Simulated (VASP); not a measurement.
# A point defect in GeAsPbN

Aim: the formation energy and local structure of a point defect in GeAsPbN. The cell takes the structure of GeAs from the Materials Project database, with elements swapped. The cell is invented: it takes the structure of a Materials Project entry for GeAs (space group 107 there), with some of its atoms replaced by other elements, volume scaled by an estimate. It may not be a known or stable phase.

Method: PBE; plane waves and PAW (Pb, As, Ge, N), in the first sound run; inputs show where later runs differ, in VASP 6.6.1.

## (1) The host crystal

The structure is orthorhombic, space group Amm2 (No. 38). Conventional cell: a = 5.283 Å, b = 5.283 Å, c = 6.063 Å, α = 90.00°, β = 90.00°, γ = 90.00°. Pb has 3 N at 2.53 to 2.69 Å and 2 As at 2.69 Å nearest. Nearest to As lie 3 Ge at 2.53 to 2.69 Å and 2 Pb at 2.69 Å. Nearest to Ge lie 3 As at 2.53 to 2.69 Å and 2 N at 2.69 Å. N has 3 Pb at 2.53 to 2.69 Å and 2 Ge at 2.69 Å nearest. It derives from GeAs. It takes the structure of a Materials Project entry for GeAs (space group 107 there), with some of its atoms replaced by other elements, volume scaled by an estimate. Farther neighbours and most contacts between anions are not listed.

As a file:

```xyz
4
Lattice="5.2835 0.0000 0.0000 0.0000 2.6417 3.0313 0.0000 -2.6417 3.0313" Properties=species:S:1:pos:R:3 pbc="T T T"
Pb    2.6417    0.0000    3.0431
As    0.0000    0.0000    3.5409
Ge    0.0000    0.0000    0.0118
N     2.6417    0.0000    0.5096
```

## (2) Relaxing the host crystal

The later steps need the crystal at this functional's own lattice; a raised cutoff keeps the stress reliable while the cell changes.

INCAR

```
SYSTEM = GeAsPbN
PREC = Accurate
ENCUT = 520
EDIFF = 1E-06
NELM = 120
ISMEAR = 0
SIGMA = 0.05
LREAL = .FALSE.
ALGO = Normal
GGA = PE
NBANDS = 15
LORBIT = 11
LWAVE = .FALSE.
LCHARG = .FALSE.
KPAR = 4
IBRION = 2
NSW = 40
ISIF = 3
EDIFFG = -0.02
POTIM = 0.4
```

POSCAR

```
GeAsPbN
1.0
    5.2834870000      0.0000000000      0.0000000000
    0.0000000000      2.6417440000      3.0313090000
    0.0000000000     -2.6417440000      3.0313090000
Pb As Ge N
1 1 1 1
Direct
    0.5000000000      0.5019460000      0.5019460000
    0.0000000000      0.5840540000      0.5840540000
    0.0000000000      0.0019460000      0.0019460000
    0.5000000000      0.0840540000      0.0840540000
```

KPOINTS

```
Automatic mesh
0
Gamma
4 5 5
0 0 0
```

Potentials, in the order of the species: Pb, As, Ge and N (PBE family, release 64).

On the command line:

```console
$ mpirun -np 4 vasp_std
```

Output:

```text
[banner, memory and clock lines left out]
running    4 mpi-ranks, on    1 nodes
 distrk:  each k-point on    1 cores,    4 groups
 distr:  one band on    1 cores,    1 groups

 POSCAR found type information on POSCAR PbAsGeN
 POSCAR found :  4 types and       4 ions
 LDA part: xc-table for (Slater+PW92), standard interpolation
 POSCAR, INCAR and KPOINTS ok, starting setup
 FFT: planning ... GRIDC
 FFT: planning ... GRID_SOFT
 FFT: planning ... GRID
 WAVECAR not read
 entering main loop
       N       E                     dE             d eps       ncg     rms          rms(c)
DAV:   1     0.687708753612E+02    0.68771E+02   -0.72768E+03   810   0.101E+03
DAV:   2    -0.137702263675E+02   -0.82541E+02   -0.77414E+02  1118   0.165E+02
DAV:   3    -0.202107317177E+02   -0.64405E+01   -0.63476E+01   964   0.504E+01
DAV:   4    -0.202944282553E+02   -0.83697E-01   -0.83564E-01  1052   0.618E+00
DAV:   5    -0.202954009516E+02   -0.97270E-03   -0.97266E-03   978   0.624E-01    0.125E+01
DAV:   6    -0.205218296587E+02   -0.22643E+00   -0.19442E+01  1109   0.304E+01    0.122E+01
DAV:   7    -0.180528404508E+02    0.24690E+01   -0.76963E+00  1069   0.132E+01    0.439E+00
DAV:   8    -0.180852887033E+02   -0.32448E-01   -0.94844E-01   831   0.582E+00    0.145E+00
DAV:   9    -0.180745727765E+02    0.10716E-01   -0.46271E-02  1083   0.129E+00    0.515E-01
DAV:  10    -0.180755061018E+02   -0.93333E-03   -0.99411E-03  1022   0.606E-01    0.262E-01
DAV:  11    -0.180752598096E+02    0.24629E-03   -0.10369E-03  1048   0.210E-01    0.141E-01
DAV:  12    -0.180752266406E+02    0.33169E-04   -0.81262E-04   994   0.153E-01    0.451E-02
DAV:  13    -0.180752151158E+02    0.11525E-04   -0.45833E-05   957   0.458E-02    0.197E-02
DAV:  14    -0.180752131775E+02    0.19383E-05   -0.27751E-06   934   0.110E-02    0.127E-02
DAV:  15    -0.180752118383E+02    0.13392E-05   -0.42674E-06   922   0.141E-02    0.247E-03
DAV:  16    -0.180752119423E+02   -0.10405E-06   -0.11266E-07   468   0.204E-03
   1 F= -.18075212E+02 E0= -.18074587E+02  d E =-.180752E+02
 curvature:   0.00 expect dE= 0.000E+00 dE for cont linesearch  0.000E+00
 trial: gam= 0.00000 g(F)=  0.641E-01 g(S)=  0.208E+00 ort = 0.000E+00 (trialstep = 0.100E+01)
 search vector abs. value=  0.272E+00
 bond charge predicted
       N       E                     dE             d eps       ncg     rms          rms(c)
DAV:   1    -0.184210045255E+02   -0.34579E+00   -0.76242E+00   873   0.184E+01    0.328E+00
DAV:   2    -0.183867028259E+02    0.34302E-01   -0.10682E+00  1108   0.601E+00    0.218E+00
DAV:   3    -0.182866912163E+02    0.10001E+00   -0.36726E-01  1162   0.375E+00    0.940E-01
DAV:   4    -0.182688523082E+02    0.17839E-01   -0.60452E-02   845   0.140E+00    0.281E-01
DAV:   5    -0.182676226898E+02    0.12296E-02   -0.44089E-03  1083   0.423E-01    0.186E-01
DAV:   6    -0.182674795049E+02    0.14318E-03   -0.56588E-04   950   0.134E-01    0.999E-02
DAV:   7    -0.182674640213E+02    0.15484E-04   -0.10715E-04  1020   0.643E-02    0.322E-02
DAV:   8    -0.182674642683E+02   -0.24701E-06   -0.74831E-06   951   0.191E-02
   2 F= -.18267464E+02 E0= -.18265447E+02  d E =-.192252E+00
[... from here on, the cycles between the ionic steps are left out ...]
   3 F= -.18288523E+02 E0= -.18288150E+02  d E =-.213311E+00
   4 F= -.18301799E+02 E0= -.18300809E+02  d E =-.226587E+00
   5 F= -.18364151E+02 E0= -.18364034E+02  d E =-.623524E-01
   6 F= -.18370618E+02 E0= -.18370452E+02  d E =-.688189E-01
   7 F= -.18393221E+02 E0= -.18393121E+02  d E =-.226030E-01
   8 F= -.18403341E+02 E0= -.18402584E+02  d E =-.327231E-01
   9 F= -.18420064E+02 E0= -.18419037E+02  d E =-.167227E-01
  10 F= -.18454036E+02 E0= -.18451784E+02  d E =-.506954E-01
  11 F= -.18457779E+02 E0= -.18457178E+02  d E =-.544379E-01
  12 F= -.18467574E+02 E0= -.18465464E+02  d E =-.642332E-01
  13 F= -.18491588E+02 E0= -.18490814E+02  d E =-.240135E-01
  14 F= -.18527652E+02 E0= -.18527190E+02  d E =-.600780E-01
  15 F= -.18552481E+02 E0= -.18551619E+02  d E =-.248291E-01
  16 F= -.18555309E+02 E0= -.18553916E+02  d E =-.276567E-01
  17 F= -.18568826E+02 E0= -.18567718E+02  d E =-.135177E-01
  18 F= -.18590775E+02 E0= -.18589647E+02  d E =-.354661E-01
  19 F= -.18592132E+02 E0= -.18590533E+02  d E =-.368231E-01
  20 F= -.18592503E+02 E0= -.18590535E+02  d E =-.371940E-01
  21 F= -.18603291E+02 E0= -.18600836E+02  d E =-.107881E-01
  22 F= -.18618950E+02 E0= -.18617706E+02  d E =-.264472E-01
  23 F= -.18592887E+02 E0= -.18591960E+02  d E =-.383918E-03
  24 F= -.18621817E+02 E0= -.18620690E+02  d E =-.293139E-01
  25 F= -.18626563E+02 E0= -.18625215E+02  d E =-.474605E-02
  26 F= -.18635349E+02 E0= -.18633932E+02  d E =-.135326E-01
  27 F= -.18636013E+02 E0= -.18634831E+02  d E =-.141959E-01
  28 F= -.18644246E+02 E0= -.18643144E+02  d E =-.823343E-02
  29 F= -.18656495E+02 E0= -.18655605E+02  d E =-.204819E-01
  30 F= -.18656657E+02 E0= -.18655787E+02  d E =-.206445E-01
  31 F= -.18660069E+02 E0= -.18659256E+02  d E =-.341196E-02
  32 F= -.18664926E+02 E0= -.18664220E+02  d E =-.826935E-02
  33 F= -.18664985E+02 E0= -.18664290E+02  d E =-.832741E-02
  34 F= -.18666197E+02 E0= -.18665463E+02  d E =-.121202E-02
  35 F= -.18667981E+02 E0= -.18667095E+02  d E =-.299661E-02
  36 F= -.18668021E+02 E0= -.18667099E+02  d E =-.303609E-02
  37 F= -.18668804E+02 E0= -.18667781E+02  d E =-.783612E-03
  38 F= -.18668805E+02 E0= -.18667774E+02  d E =-.784708E-03
  39 F= -.18669125E+02 E0= -.18668065E+02  d E =-.319949E-03
 trial-energy change:   -0.000320  1 .order   -0.000324   -0.000457   -0.000191
 step:   2.6405(harm=  2.4327)  dis= 0.00724  next Energy=   -18.669205 (dE=-0.400E-03)
 bond charge predicted
       N       E                     dE             d eps       ncg     rms          rms(c)
DAV:   1    -0.186691778510E+02   -0.52259E-04   -0.76240E-03   817   0.520E-01    0.567E-02
DAV:   2    -0.186691951466E+02   -0.17296E-04   -0.35335E-04  1090   0.105E-01    0.243E-02
DAV:   3    -0.186691913840E+02    0.37626E-05   -0.13190E-05   960   0.239E-02    0.152E-02
DAV:   4    -0.186691897568E+02    0.16272E-05   -0.46494E-06   845   0.144E-02    0.667E-03
DAV:   5    -0.186691895188E+02    0.23795E-06   -0.10004E-06   412   0.684E-03
  40 F= -.18669190E+02 E0= -.18668096E+02  d E =-.384185E-03
 curvature:  -1.82 expect dE=-0.557E-04 dE for cont linesearch -0.208E-05
 trial: gam= 0.15067 g(F)=  0.147E-04 g(S)=  0.160E-04 ort =-0.240E-04 (trialstep = 0.166E+01)
 search vector abs. value=  0.349E-04
 reached required accuracy - stopping structural energy minimisation
```

Elapsed: 5.6 min, on 4 MPI ranks of Intel Xeon Platinum 8488C (Sapphire Rapids), shared host; peak memory 0.94 GiB; 21 min of CPU time.

Lines that name or quote the potential files are left out of all logs, and their timing lines are given in words.

Parts of OUTCAR (step 2):

```text
ion  position               nearest neighbor table
   1  0.500  0.502  0.502-   4 2.53   2 2.69   2 2.69   4 2.69   4 2.69
   2  0.000  0.584  0.584-   3 2.53   1 2.69   1 2.69   3 2.69   3 2.69
   3  0.000  0.002  0.002-   2 2.53   2 2.69   2 2.69
   4  0.500  0.084  0.084-   1 2.53   1 2.69   1 2.69

  LATTYP: Found a base centered orthorhombic cell.
 ALAT       =     5.2834880000
 B/A-ratio  =     1.1474650837
 C/A-ratio  =     0.9999998107

 Subroutine GETGRP returns: Found  4 space group operations
 (whereof  4 operations were pure point group operations)

The static configuration has the point symmetry C_2v.

 Found     27 irreducible k-points:

   k-points           NKPTS =     27   k-points in BZ     NKDIM =     27   number of bands    NBANDS=     15

   dimension x,y,z NGX =    40 NGY =   30 NGZ =   30
   dimension x,y,z NGXF=    80 NGYF=   60 NGZF=   60

   ENCUT  =  520.0 eV  38.22 Ry    6.18 a.u.   9.82  7.48  7.48*2*pi/ulx,y,z

   NELECT =      18.0000    total number of electrons

 k-points in reciprocal lattice and weights: Automatic mesh
   0.00000000  0.00000000  0.00000000       0.010
   0.25000000  0.00000000  0.00000000       0.020
   0.50000000  0.00000000  0.00000000       0.010
   0.00000000  0.20000000  0.00000000       0.040
   0.25000000  0.20000000  0.00000000       0.080
   0.50000000  0.20000000  0.00000000       0.040
   0.00000000  0.40000000 -0.00000000       0.040
   0.25000000  0.40000000 -0.00000000       0.080
   0.50000000  0.40000000 -0.00000000       0.040
[...]
0.25000000 -0.40000000  0.40000000       0.040
   0.50000000 -0.40000000  0.40000000       0.020

 average (electrostatic) potential at core
       1 -42.5762       2 -49.9480       3 -32.2689       4 -63.7142

 E-fermi :   4.7906

 k-point     1 :       0.0000    0.0000    0.0000
  band No.  band energies     occupation
    ...
      6       0.9099      2.00000
      7       2.4682      2.00000
      8       3.6069      2.00000
      9       3.6787      2.00000
     10       3.8974      2.00000
     11       6.2072      0.00000
     12       7.5634      0.00000
     13       9.1051      0.00000
     14      10.0223      0.00000
     15      10.7400      0.00000

 k-point     2 :       0.2500    0.0000    0.0000
  band No.  band energies     occupation
    ...
      6       1.5237      2.00000
      7       2.8607      2.00000
      8       3.3396      2.00000
      9       3.4635      2.00000
     10       4.7962      0.87371
     11       6.2810      0.00000
     12       7.2690      0.00000
     13       8.7657      0.00000
     14       9.3987      0.00000
     15       9.7124      0.00000

 k-point     3 :       0.5000    0.0000    0.0000
  band No.  band energies     occupation
    ...
      4      -1.4729      2.00000
      5       1.8343      2.00000
      6       2.2350      2.00000
      7       2.4587      2.00000
      8       2.6600      2.00000
      9       5.4759      0.00000
     10       5.6311      0.00000
     11       6.7742      0.00000
     12       6.8133      0.00000
     13       8.0747      0.00000
    ...

  Total       -0.0125109      0.0088434      0.0377177      0.0000000      0.0000000      0.0000000
  in kB       -0.2569523      0.1816281      0.7746583      0.0000000      0.0000000      0.0000000
  external PRESSURE =       0.2331114 kB  Pullay stress =       0.0000000 kB

  energy-cutoff  :      520.00
  volume of cell :       78.01
      direct lattice vectors                 reciprocal lattice vectors
     4.474743743  0.000000000  0.000000000     0.223476484  0.000000000  0.000000000
     0.000000000  2.538464831  3.433806348     0.000000000  0.196969442  0.145611007
     0.000000000 -2.538464831  3.433806348     0.000000000 -0.196969442  0.145611007

 POSITION                                       TOTAL-FORCE (eV/Angst)
 -----------------------------------------------------------------------------------
      2.23737      0.00000      2.83023         0.000000      0.000000      0.001631
      0.00000      0.00000      4.57267         0.000000      0.000000     -0.014189
      0.00000      0.00000      0.27616         0.000000      0.000000      0.013275
      2.23737      0.00000      0.36979         0.000000      0.000000     -0.000718
 -----------------------------------------------------------------------------------
    total drift:                                0.000000      0.000000     -0.000328

  FREE ENERGIE OF THE ION-ELECTRON SYSTEM (eV)
  ---------------------------------------------------
  free  energy   TOTEN  =       -18.6691895188 eV

  energy  without entropy=      -18.6670028925  energy(sigma->0) =      -18.66809621

 reached required accuracy - stopping structural energy minimisation

 total charge
# of ion       s       p       d       tot
------------------------------------------
    1        1.724   1.253   0.162   3.139
    2        1.276   1.438   0.034   2.748
    3        1.205   0.898   0.095   2.199
    4        1.314   2.169   0.000   3.483
--------------------------------------------------
tot          5.520   5.758   0.292  11.569

[... 3 further parts left out ...]
```

CONTCAR:

```
GeAsPbN
   1.00000000000000
     4.4747437433833017    0.0000000000000000    0.0000000000000000
     0.0000000000000000    2.5384648305855455    3.4338063478301919
     0.0000000000000000   -2.5384648305855455    3.4338063478301919
  Pb              As              Ge              N
     1     1     1     1
Direct
     0.5000000000000000    0.4121120459167317    0.4121120459167317
     0.0000000000000000    0.6658306879963162    0.6658306879963162
     0.0000000000000000    0.0402121277301536    0.0402121277301536
     0.5000000000000000    0.0538451383567955    0.0538451383567955
```

The k-mesh is coarse for a metal. The data sets Pb and Ge keep the semicore shell frozen, which is cheaper and a little less accurate. The run keeps the 4 symmetry operations of its start, so it cannot find a distortion of lower symmetry.

The steps of the relaxation (22 of 40):

```csv
step,energy less that of the first step (eV),largest force (eV/Å),pressure (GPa),volume (Å³)
1,0.0000,1.0961,-3.43,84.62
3,-0.2133,1.0770,3.90,76.45
5,-0.2889,0.4223,0.70,79.12
7,-0.3180,0.2955,-0.68,80.32
8,-0.3281,0.2682,-1.74,81.16
10,-0.3788,0.2649,0.13,78.43
12,-0.3924,0.3319,1.48,76.59
14,-0.4524,0.4322,-0.30,77.48
16,-0.4801,0.3209,-0.01,77.38
18,-0.5156,0.1595,0.38,77.20
20,-0.5173,0.2311,0.80,77.04
21,-0.5281,0.1124,-0.06,78.02
23,-0.5177,0.3559,-3.47,83.01
25,-0.5514,0.2474,-1.84,80.38
27,-0.5608,0.3293,-1.80,80.70
29,-0.5813,0.2549,0.26,78.35
31,-0.5849,0.1930,0.37,78.15
33,-0.5898,0.1007,0.06,78.23
34,-0.5910,0.0731,-0.03,78.29
36,-0.5928,0.0658,-0.34,78.50
38,-0.5936,0.0610,0.09,78.01
40,-0.5940,0.0142,0.02,78.01
```

```
     cell as run  before  after   change
           a (Å)   5.283  4.475  -15.3 %
           b (Å)   4.021  4.270   +6.2 %
           c (Å)   4.021  4.270   +6.2 %
           α (°)   82.14  72.95  -11.2 %
volume (Å³/atom)   21.15  19.50   -7.8 %
```

The atoms that moved most (Å, as changes of fractional coordinates times the final cell):

```csv
atom,dx,dy,dz,length
Pb1,0.000,0.000,-0.617,0.617
As2,0.000,0.000,0.562,0.562
Ge3,0.000,0.000,0.263,0.263
N4,0.000,0.000,-0.207,0.207
```

The relaxed structure:

```
Pb As Ge N
1.0
     4.47474    0.00000    0.00000
     0.00000    2.53846    3.43381
     0.00000   -2.53846    3.43381
Pb As Ge N
1 1 1 1
Direct
  0.50000 0.41211 0.41211
  0.00000 0.66583 0.66583
  0.00000 0.04021 0.04021
  0.50000 0.05385 0.05385
```

This step gave:

- electronic cycles: 288
- electrons: 18
- free energy (TOTEN): -18.67 eV
- energy at zero smearing: -18.67 eV
- Fermi energy: 4.791 eV
- labelled metallic, from the levels on this mesh: yes

The run ended after 40 ionic steps, 0.594 eV below its first step, once forces and stress met EDIFFG = -0.02.

(Part 1 of 5 ends here.)

[Lines on the potential files, build, host, timing and source positions are cut from VASP's logs without a mark.]

[Logs are printed without paths, hosts, clocks, repeated set-up lines and the standing remarks that a program may print on its own settings, such as how far it seeks lower states.]

[Hosts, paths, dates, database ids (printed as entryN), source tags and the programs' standing remarks are cut or masked in the printed files.]

[In band tables of VASP the shares of atoms and orbitals are scaled to a sum of 1 inside the atoms' spheres.]

[Runs that stopped without an error message from VASP are left out.]
